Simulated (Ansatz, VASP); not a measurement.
# Cross-check of Y between VASP and Ansatz

Aim: how closely do two programs agree when they are given the same cell, functional and k mesh? The cell is taken from a series of runs on this material, whose earlier steps may have relaxed, scaled, displaced or heated it; both programs get it as it stands.

Program: Ansatz 0.2.0. Level of theory: plane waves, with VASP 6.6.1 beside it; zone-centre phonons at PBEsol. Results are calculated unless marked as measured.

## Step 1: The structure

Symmetry: P6_3/mmc, No. 194, hexagonal system. The conventional cell has a = 3.564 Å, b = 3.564 Å, c = 5.805 Å, α = 90.00°, β = 90.00°, γ = 120.00°. Y has 12 Y at 3.56 Å nearest.

## Step 2: Ansatz: zone-centre phonons, PBEsol, pair 1

Ansatz runs on its PAW soft_1 files.

Second derivatives magnify differences that forces hide, and they need a tight electronic threshold.

File input.yaml:

```yaml
crystal:
  lattice:
    - [3.5642851946, 0.0, 0.0]
    - [-1.7821425973, 3.0867615248, 0.0]
    - [0.0, 0.0, 5.8052411472]
  atoms:
    - { symbol: "Y", position: [0.3333333352, 0.6666666648, 0.25] }
    - { symbol: "Y", position: [0.6666666648, 0.3333333352, 0.75] }
kpoints:
  mp_grid: { grid: [15, 15, 8] }
hamiltonian:
  xc: pbesol
  pseudopotentials: { kind: paw, azcp: { folder: soft_1 }, xc_functional: pbe }
scf:
  occupations: { method: methfessel_paxton, width: 0.2 }
output:
  eigenvalues: true
phonons:
  method: dfpt
```

Run with:

```
> ansatz run input.yaml --threads 4 --pin off --max-ram 10240MiB --backend cpu --events-out ev --progress --plain --runs-dir out
```

Numbers of over 12 decimals in the logs are rounded to 6 here.

The log of the run:

```text
zone centre: on kpoints.mp_grid the ground state, and the responses unless they are solved on pairs of k-points, stand on 320 of the mesh's 1800 k-points, reduced under 4 symmetry operations, with k and −k counted as one. Each operation leaves every solved displacement unchanged or reverses it
Engine: ansatz 0.2.0, x86_64-unknown-linux-gnu
Pseudopotentials: kind: paw
Pseudopotential: Y, paw, valence charge 11, recommended cutoff 420 eV (normal), soft_1/Y.paw.azcp
Functional definition: PBEsol
  exchange = pbesol_x
  correlation = pbesol_c
Crystal: 2 atoms, lattice volume = 63.870 Å³
Basis set: ecut = 420 eV, 1237 PW (Γ), exchange–correlation on 48×48×80 points (8 copies of the dense FFT grid, shifted against one another)
Bands: 15, of which v1, the nominal top of the filled ones, is band 11 counted from 1 (10 counted from 0)
Symmetry: 24 space group operations
k-points: 320 of 1800 (irreducible under 4 space group operations, time reversal used)
Non-local potential: Y, projectors of the file, l = 0: 3, l = 1: 2, l = 2: 2, l = 3: 1
PAW form: soft (Blöchl's): semilocal exchange-correlation on the pseudo side does not see the compensation charge
PAW frozen core: Y, regenerated for the run's functional, and the local potential with it (the file was generated under x = pbe(κ = 0.804, μ = 0.219515), c = pbe(β = 0.066725))
PAW one-centre angular grid: Y, 590 points (default); XC on 64 Gauss nodes
Initial density: superposition of atomic densities (chi_scale 0.1, normalization cell)
Initial wavefunctions: pseudopotential atomic-orbital guess
Functional: x = pbesol(κ = 0.804, μ = 0.123457), c = pbesol(β = 0.046)
SCF iter   1: F=—  HF=-7590.231111 eV  |F-HF|=—  |Δ(HF+E_count)|=         —  Δρ=1.36e-2  dr2=1.90e-1  ethr=3.10e-3  ⟨swp⟩=4.4  Hψ=20158  notcnv=0
preconditioner: auto → Kerker (q_TF=auto, 2.284 Å⁻¹)  [metal: Δε(μ)=0.006 eV  Ē_g=2.627 eV  σ=0.200 eV  W_gap=0.03  n_scr=10 (ndim 8)  ℏωp=11.4 eV  f_vac=0.000  D(μ)=4.37/eV (n_scr^D=36)]
SCF iter   2: F=—  HF=-7590.190599 eV  |F-HF|=—  |Δ(HF+E_count)|=   4.05e-2  S|Δr|=    0.00e0  Δρ=8.56e-3  dr2=7.52e-2  ethr=8.63e-4  ⟨swp⟩=1.0  Hψ=7360  notcnv=0
SCF iter   3: F=—  HF=-7590.165838 eV  |F-HF|=—  |Δ(HF+E_count)|=   2.48e-2  S|Δr|=    0.00e0  Δρ=1.36e-3  dr2=1.20e-3  ethr=3.42e-4  ⟨swp⟩=2.9  Hψ=8476  notcnv=0
SCF iter   4: F=—  HF=-7590.165765 eV  |F-HF|=—  |Δ(HF+E_count)|=   7.29e-5  S|Δr|=    0.00e0  Δρ=2.02e-4  dr2=2.33e-5  ethr=5.46e-6  ⟨swp⟩=1.9  Hψ=5787  notcnv=0
SCF iter   5: F=—  HF=-7590.165761 eV  |F-HF|=—  |Δ(HF+E_count)|=   4.29e-6  S|Δr|=    0.00e0  Δρ=4.71e-5  dr2=9.15e-7  ethr=1.06e-7  ⟨swp⟩=2.0  Hψ=8375  notcnv=0
SCF iter   6: F=—  HF=-7590.165761 eV  |F-HF|=—  |Δ(HF+E_count)|=   2.73e-7  S|Δr|=    0.00e0  Δρ=7.70e-6  dr2=2.86e-8  ethr=4.16e-9  ⟨swp⟩=1.1  Hψ=4825  notcnv=0
SCF iter   7: F=—  HF=-7590.165761 eV  |F-HF|=—  |Δ(HF+E_count)|=   6.00e-9  S|Δr|=    0.00e0  Δρ=1.49e-6  dr2=1.02e-9  ethr=1.30e-10  ⟨swp⟩=2.2  Hψ=7603  notcnv=0
SCF iter   8: F=-7590.165761 eV  HF=-7590.165761 eV  |F-HF|=4.55e-12  |Δ(HF+E_count)|=  1.60e-10  S|Δr|=    0.00e0  Δρ=1.16e-7  dr2=6.10e-12  ethr=1.00e-12  ⟨swp⟩=4.0  Hψ=23654  notcnv=0
SCF 1 converged in 8 iterations: F = -7590.165761 eV  dr2 = 6.10e-12
  greatest PAW one-centre occupation: 0.993 electrons in one spin orbital (limit 2), on the Y atom at site 1 (counted from 0), in its partial waves of l = 0
DFPT response loops at Γ: preconditioner auto → Kerker (q_TF=auto, 2.284 Å⁻¹) (partly filled bands, converged f_vac=0.000); β = 1.00, the filter's whole step (`scf.mixing.beta` (0.50) is not read by the response loops under this deck's `scf.mixing.preconditioner`; to damp them name `kerker` or `kerker_dos`, under which they read `scf.mixing.beta`, and type it under 1.00, their step now; both keys bind the ground state too); Broyden in place of MSR1
SCF converged after 8 iterations
Stability not checked: this state was not tested for a lower state beside it, because cold or Methfessel-Paxton smearing, or corrected tetrahedra, fill the levels in a way that the test cannot read (fill_not_monotonic; see scf.lower_state_search)
Free energy (F): -7590.165761 eV
Harris-Foulkes:  -7590.165761 eV  (|F-HF|=4.55e-12)
Internal energy: -7590.159381 eV  (E = F + TS)
E sigma→0 (E₀):  -7590.164166 eV
Entropy (-TS):   -0.006380 eV (-3.190 meV/atom)
Fermi energy:    9.596176 eV
Step filling:    the computed levels leave a gap of 0.0000 eV = 0.0 smearing widths at the electron count; against every level under it full and every level over it empty, smearing changes F+E_penalty+E_count by -1.872 meV and its σ→0 estimate by -0.277 meV
--- Per-component energies (eV) ---
  E_band       = -235.957888
  E_kinetic    = 630.818036
  E_local      = -1186.108248  (includes V_loc(G=0)·N_el)
  E_nonlocal   = 57.197875
  E_hartree    = 374.906489
  E_xc         = -353.487841
  E_vxc        = -408.522500  (∫ρ·V_xc dr)
  E_paw        = -5527.660846  (= ΣΔE_a)
  E_vpaw       = -79.156089  (= ΣTr[D̂ρ^β])
  E_aug_tail   = 0.000047  (compensation charges beyond the density's cutoff)
  E_ewald      = -1586.122440
  E_core_change = 0.297547  (= ΣΔE_core)
  E_smearing   = -0.006380  (= −TS)
  E_closure    = -0.000000  (closes the sum)
  Σ components = -7590.165761   (vs F -7590.165761, Δ=0.00e0)
--- Band table (eV; the first three rows and the last of 320) ---
  k-point 0: bands = [... 7 lower, -12.6125, 4.8744, 7.6212, 10.3271, 11.3932, 11.4073, 11.4073, 11.9625]
  k-point 1: bands = [... 7 lower, -12.6217, 4.9742, 7.5435, 10.2495, 11.3004, 11.3669, 11.3669, 11.8899]
  k-point 2: bands = [... 7 lower, -12.6305, 5.2633, 7.2814, 10.1398, 11.0502, 11.3060, 11.3060, 11.7166]
  k-point 319: bands = [... 7 lower, -12.7323, 8.2167, 8.2167, 9.7289, 9.7289, 10.3529, 10.3529, 12.1448]
--- Phonons (Γ-DFPT): 2 representative perturbations + reference, on 320 of 1800 k-points (Σ response iterations 6) ---
  k mesh reduced under 4 symmetry operations, with k and −k counted as one. Each operation leaves every solved displacement unchanged or reverses it
  ASR residual: 2.047e-5 → 0.000e0 eV/Å²; symmetrization residual: 1.015e-13 eV/Å²
  ASR residual per site (eV/Å²): 2.05e-5 2.05e-5
  Γ frequencies (cm⁻¹): 0.00 0.00 0.00 79.78 79.78 126.72
  non-analytic LO–TO correction: not included (Born effective charges unavailable; polar crystals: no LO–TO splitting at Γ)
```

In the SCF lines HF is the Harris–Foulkes energy and dr2 the Hartree energy of the density residual, in eV; the loop may stop once dr2 is under the threshold and the program's other checks hold. Hψ counts applications of the Hamiltonian.

## Step 3: VASP: zone-centre phonons, PBEsol, pair 1

The same cell, functional, mesh and smearing now go to VASP, with its own data sets.

Lines of VASP's logs that name or quote its potential files are left out, and so is its time.

File INCAR:

```
SYSTEM = Y
PREC = Accurate
ENCUT = 500
EDIFF = 1E-08
NELM = 120
ISMEAR = 1
SIGMA = 0.2
LREAL = .FALSE.
ALGO = Normal
GGA = PS
NBANDS = 17
LASPH = .TRUE.
LORBIT = 11
LWAVE = .FALSE.
LCHARG = .FALSE.
ISIF = 2
IBRION = 8
GGA_COMPAT = .FALSE.
KPAR = 2
```

File POSCAR:

```
Y
1.0
    3.5642851946      0.0000000000      0.0000000000
   -1.7821425973      3.0867615248      0.0000000000
    0.0000000000      0.0000000000      5.8052411472
Y
2
Direct
    0.3333333352      0.6666666648      0.2500000000
    0.6666666648      0.3333333352      0.7500000000
```

File KPOINTS:

```
Automatic mesh
0
Gamma
15 15 8
0 0 0
```

The projector-augmented-wave data sets are Y_sv (PBE family, release 64).

Run with:

```
> mpirun -np 2 vasp_std
```

The log of the run:

```text
[banner, memory and clock lines left out]
running    2 mpi-ranks, on    1 nodes
 distrk:  each k-point on    1 cores,    2 groups
 distr:  one band on    1 cores,    1 groups

 POSCAR found type information on POSCAR Y
 POSCAR found :  1 types and       2 ions
|                                                                             |
|               ----> ADVICE to this user running VASP <----                  |
|                                                                             |
|     You enforced a specific xc type in the INCAR file but a different       |
|     [... a line on the potential file left out ...]
|     I HOPE YOU KNOW WHAT YOU ARE DOING!                                     |
|                                                                             |

 LDA part: xc-table for (Slater+PW92), standard interpolation
 POSCAR, INCAR and KPOINTS ok, starting setup
 FFT: planning ... GRIDC
 FFT: planning ... GRID_SOFT
 FFT: planning ... GRID
 WAVECAR not read
 entering main loop
       N       E                     dE             d eps       ncg     rms          rms(c)
DAV:   1     0.842689926034E+02    0.84269E+02   -0.11211E+04  4590   0.119E+03
DAV:   2    -0.678770528662E+01   -0.91057E+02   -0.89911E+02  5682   0.261E+02
DAV:   3    -0.139105374481E+02   -0.71228E+01   -0.70556E+01  8391   0.436E+01
DAV:   4    -0.140660433359E+02   -0.15551E+00   -0.15526E+00  5475   0.696E+00
DAV:   5    -0.140697786952E+02   -0.37354E-02   -0.37348E-02  6967   0.797E-01    0.336E+01
DAV:   6    -0.136969342047E+02    0.37284E+00   -0.46023E-01  4954   0.430E+00    0.207E+01
DAV:   7    -0.136303839650E+02    0.66550E-01   -0.88352E-01  6121   0.542E+00    0.176E+00
DAV:   8    -0.136180784212E+02    0.12306E-01   -0.15544E-01  5738   0.238E+00    0.878E-01
DAV:   9    -0.136175151976E+02    0.56322E-03   -0.44558E-03  6510   0.430E-01    0.364E-01
DAV:  10    -0.136175871711E+02   -0.71973E-04   -0.13863E-03  5239   0.340E-01    0.205E-01
DAV:  11    -0.136175662396E+02    0.20932E-04   -0.73889E-05  6950   0.718E-02    0.228E-02
DAV:  12    -0.136175620674E+02    0.41721E-05   -0.20203E-05  5342   0.399E-02    0.198E-02
DAV:  13    -0.136175636239E+02   -0.15565E-05   -0.49758E-06  5268   0.208E-02    0.415E-03
DAV:  14    -0.136175637935E+02   -0.16956E-06   -0.22820E-07  7192   0.333E-03    0.671E-04
DAV:  15    -0.136175637192E+02    0.74264E-07   -0.12743E-08  4001   0.101E-03    0.280E-04
DAV:  16    -0.136175637272E+02   -0.79640E-08   -0.88848E-10  3223   0.249E-04
   1 F= -.13617564E+02 E0= -.13615450E+02  d E =-.634057E-02
 Linear response reoptimize wavefunctions to high precision
DAV:   1    -0.136175637235E+02    0.36994E-08   -0.25357E-10  3375   0.136E-04
DAV:   2    -0.136175637235E+02    0.72760E-11   -0.58298E-11  2949   0.595E-05
 Linear response DOF=           2
 Linear response progress:
  Degree of freedom:   1/  2
       N       E                     dE             d eps       ncg     rms          rms(c)
RMM:   1    -0.268141504055E+00   -0.26814E+00    0.40530E+00 22613   0.107E+01
RMM:   2    -0.255364310379E+00    0.12777E-01   -0.19579E-01 33264   0.202E+00    0.169E-01
RMM:   3    -0.256789908510E+00   -0.14256E-02   -0.15318E-02 39061   0.608E-01    0.806E-02
RMM:   4    -0.257145219039E+00   -0.35531E-03   -0.25807E-03 45609   0.218E-01    0.283E-02
RMM:   5    -0.257198574856E+00   -0.53356E-04   -0.46862E-04 47551   0.926E-02    0.174E-02
RMM:   6    -0.257110942435E+00    0.87632E-04   -0.16608E-04 48440   0.355E-02    0.596E-03
RMM:   7    -0.257067060838E+00    0.43882E-04   -0.19259E-04 48882   0.186E-02    0.295E-03
RMM:   8    -0.257050509625E+00    0.16551E-04   -0.15712E-04 49510   0.103E-02    0.164E-03
RMM:   9    -0.257031471941E+00    0.19038E-04   -0.10002E-04 48998   0.661E-03    0.487E-04
RMM:  10    -0.257034668654E+00   -0.31967E-05   -0.62778E-05 49520   0.442E-03    0.715E-04
RMM:  11    -0.257031721778E+00    0.29469E-05   -0.36149E-05 49166   0.332E-03    0.275E-04
RMM:  12    -0.257031255227E+00    0.46655E-06   -0.22640E-05 50049   0.260E-03    0.235E-04
RMM:  13    -0.257030085049E+00    0.11702E-05   -0.14668E-05 49016   0.216E-03    0.536E-05
RMM:  14    -0.257029915963E+00    0.16909E-06   -0.10308E-05 49470   0.183E-03    0.962E-05
RMM:  15    -0.257030732304E+00   -0.81634E-06   -0.69092E-06 48317   0.160E-03    0.310E-04
RMM:  16    -0.257030114095E+00    0.61821E-06   -0.49692E-06 47755   0.142E-03    0.250E-04
RMM:  17    -0.257029894669E+00    0.21943E-06   -0.35185E-06 48773   0.127E-03    0.247E-04
RMM:  18    -0.257030048744E+00   -0.15407E-06   -0.25428E-06 48266   0.115E-03    0.320E-04
RMM:  19    -0.257029820384E+00    0.22836E-06   -0.18131E-06 47370   0.105E-03    0.290E-04
 first order change of Fermi-energy   0.13248E-04
 force on displaced ion       1 direction 1 :  -1.044   0.000   0.000
 Linear response progress:
  Degree of freedom:   2/  2
       N       E                     dE             d eps       ncg     rms          rms(c)
RMM:   1    -0.318576213493E+00   -0.31858E+00    0.42081E+00  7654   0.109E+01
RMM:   2    -0.310100112029E+00    0.84761E-02   -0.19735E-01 11385   0.196E+00    0.350E-01
RMM:   3    -0.312454856739E+00   -0.23547E-02   -0.13494E-02 12504   0.578E-01    0.144E-01
RMM:   4    -0.313060579589E+00   -0.60572E-03   -0.22386E-03 14904   0.221E-01    0.184E-02
RMM:   5    -0.312986480213E+00    0.74099E-04   -0.39185E-04 15512   0.907E-02    0.233E-02
RMM:   6    -0.312920884063E+00    0.65596E-04   -0.85685E-05 15973   0.407E-02    0.821E-03
RMM:   7    -0.312795490860E+00    0.12539E-03   -0.43359E-05 15946   0.179E-02    0.538E-03
RMM:   8    -0.312727536821E+00    0.67954E-04   -0.39338E-05 16276   0.991E-03    0.213E-03
RMM:   9    -0.312720287909E+00    0.72489E-05   -0.16499E-05 16239   0.591E-03    0.575E-04
RMM:  10    -0.312711836124E+00    0.84518E-05   -0.10943E-05 16380   0.401E-03    0.344E-04
RMM:  11    -0.312710931197E+00    0.90493E-06   -0.80405E-06 16537   0.296E-03    0.224E-04
RMM:  12    -0.312711404849E+00   -0.47365E-06   -0.11107E-06 16286   0.237E-03    0.199E-04
RMM:  13    -0.312716064786E+00   -0.46599E-05    0.26125E-06 15500   0.207E-03    0.782E-04
RMM:  14    -0.312712652511E+00    0.34123E-05    0.43584E-06 15167   0.180E-03    0.456E-04
RMM:  15    -0.312712176564E+00    0.47595E-06    0.46032E-06 16218   0.152E-03    0.479E-04
RMM:  16    -0.312712327143E+00   -0.15058E-06    0.47201E-06 16046   0.133E-03    0.573E-04
RMM:  17    -0.312711536447E+00    0.79070E-06    0.46429E-06 15587   0.120E-03    0.548E-04
RMM:  18    -0.312711119513E+00    0.41693E-06    0.44037E-06 15996   0.108E-03    0.560E-04
 first order change of Fermi-energy   0.19030E-04
 force on displaced ion       1 direction 3 :  -0.000  -0.000  -2.608
 Linear response finished
```

From OUTCAR (step 3):

```text
ion  position               nearest neighbor table
   1  0.333  0.667  0.250-   2 3.56   2 3.56   2 3.56   2 3.56   2 3.56   2 3.56
   2  0.667  0.333  0.750-   1 3.56   1 3.56   1 3.56   1 3.56   1 3.56   1 3.56

  LATTYP: Found a hexagonal cell.
 ALAT       =     3.5642851946
 C/A-ratio  =     1.6287252086

 Subroutine GETGRP returns: Found 24 space group operations
 (whereof 12 operations were pure point group operations)

The static configuration has the point symmetry D_3d.
 The point group associated with its full space group is D_6h.

 Found    135 irreducible k-points:

   k-points           NKPTS =    135   k-points in BZ     NKDIM =    135   number of bands    NBANDS=     17

   dimension x,y,z NGX =    28 NGY =   28 NGZ =   42
   dimension x,y,z NGXF=    56 NGYF=   56 NGZF=   84

   ENCUT  =  500.0 eV  36.75 Ry    6.06 a.u.   6.50  6.50 10.58*2*pi/ulx,y,z

   NELECT =      22.0000    total number of electrons

 k-points in reciprocal lattice and weights: Automatic mesh
   0.00000000  0.00000000  0.00000000       0.001
   0.06666667  0.00000000  0.00000000       0.003
   0.13333333  0.00000000  0.00000000       0.003
   0.20000000  0.00000000  0.00000000       0.003
   0.26666667  0.00000000  0.00000000       0.003
   0.33333333  0.00000000  0.00000000       0.003
   0.40000000  0.00000000  0.00000000       0.003
   0.46666667  0.00000000  0.00000000       0.003
   0.06666667  0.06666667  0.00000000       0.003
[...]
0.33333333  0.26666667  0.50000000       0.007
   0.33333333  0.33333333  0.50000000       0.001

 average (electrostatic) potential at core
       1 -37.3457       2 -37.3457

  Total       -0.0518895     -0.0518895     -1.0949912      0.0000000      0.0000000      0.0000000
  in kB       -1.3016491     -1.3016491    -27.4678986      0.0000000      0.0000000      0.0000000
  external PRESSURE =     -10.0237322 kB  Pullay stress =       0.0000000 kB

  energy-cutoff  :      500.00
  volume of cell :       63.87
      direct lattice vectors                 reciprocal lattice vectors
     3.564285195  0.000000000  0.000000000     0.280561163  0.161982063  0.000000000
    -1.782142597  3.086761525  0.000000000     0.000000000  0.323964126  0.000000000
     0.000000000  0.000000000  5.805241147     0.000000000  0.000000000  0.172258133

 POSITION                                       TOTAL-FORCE (eV/Angst)
 -----------------------------------------------------------------------------------
      0.00000      2.05784      1.45131        -0.000000      0.000000      0.000000
      1.78214      1.02892      4.35393         0.000000     -0.000000      0.000000
 -----------------------------------------------------------------------------------
    total drift:                               -0.000002      0.000002     -0.000000

 Eigenvectors and eigenvalues of the dynamical matrix
 ----------------------------------------------------

   1 f  =    3.786457 THz    23.791011 2PiTHz  126.302609 cm-1    15.659521 meV
             X         Y         Z           dx          dy          dz
      0.000000  2.057841  1.451310     0.000000    0.000000    0.707107
      1.782143  1.028921  4.353931     0.000000   -0.000000   -0.707107

   2 f  =    2.395998 THz    15.054501 2PiTHz   79.921896 cm-1     9.909048 meV
             X         Y         Z           dx          dy          dz
      0.000000  2.057841  1.451310     0.707107   -0.000000    0.000000
      1.782143  1.028921  4.353931    -0.707107    0.000000    0.000000

   3 f  =    2.395998 THz    15.054501 2PiTHz   79.921896 cm-1     9.909048 meV
             X         Y         Z           dx          dy          dz
      0.000000  2.057841  1.451310    -0.000000   -0.707107   -0.000000
      1.782143  1.028921  4.353931     0.000000    0.707107   -0.000000

   4 f  =    0.000000 THz     0.000000 2PiTHz    0.000001 cm-1     0.000000 meV
             X         Y         Z           dx          dy          dz
      0.000000  2.057841  1.451310     0.365017    0.551076   -0.251153
      1.782143  1.028921  4.353931     0.365017    0.551076   -0.251153

   5 f/i=    0.000000 THz     0.000000 2PiTHz    0.000000 cm-1     0.000000 meV
             X         Y         Z           dx          dy          dz
      0.000000  2.057841  1.451310     0.603197   -0.304682    0.208139
      1.782143  1.028921  4.353931     0.603197   -0.304682    0.208139

   6 f/i=    0.000000 THz     0.000000 2PiTHz    0.000002 cm-1     0.000000 meV
             X         Y         Z           dx          dy          dz
      0.000000  2.057841  1.451310    -0.053992    0.321690    0.627376
      1.782143  1.028921  4.353931    -0.053992    0.321690    0.627376

 ELASTIC MODULI CONTR FROM IONIC RELAXATION (kBar)
 Direction    XX          YY          ZZ          XY          YZ          ZX
 --------------------------------------------------------------------------------
 XX         -26.2673     26.2673      0.0000     -0.0000     -0.0000     -0.0000
 YY          26.2673    -26.2673      0.0000      0.0000      0.0000      0.0000
 ZZ           0.0000      0.0000      0.0000      0.0000      0.0000      0.0000
 XY          -0.0000      0.0000      0.0000    -26.2673      0.0000      0.0000
 YZ          -0.0000      0.0000      0.0000      0.0000     -0.0000     -0.0000
 ZX          -0.0000      0.0000      0.0000      0.0000     -0.0000     -0.0000
 --------------------------------------------------------------------------------
```

## Step 4: Side by side

Known differences besides the potentials themselves: the cutoff is 420 eV in Ansatz and 500 eV in VASP; Ansatz makes its cores anew for this functional, VASP keeps those of its PBE data sets. Total energies have different zeros and are not compared.

Both answers:

```csv
quantity,Ansatz,VASP,difference
optical mode 1 to 2 (cm⁻¹),79.8,79.9,-0.18 %
optical mode 3 (cm⁻¹),126.7,126.3,+0.33 %
```

Modes are paired by rising frequency, not by their patterns, so a pair may set unlike modes beside each other; they are those without the splitting of longitudinal modes.

[end of part 1 of 2]

[Lines on the potential files, build, host, timing and source positions are cut from VASP's logs without a mark.]

[Logs are printed without paths, hosts, clocks, repeated set-up lines and the standing remarks that a program may print on its own settings, such as how far it seeks lower states.]

[Hosts, paths, dates, database ids (printed as entryN), source tags and the programs' standing remarks are cut or masked in the printed files.]
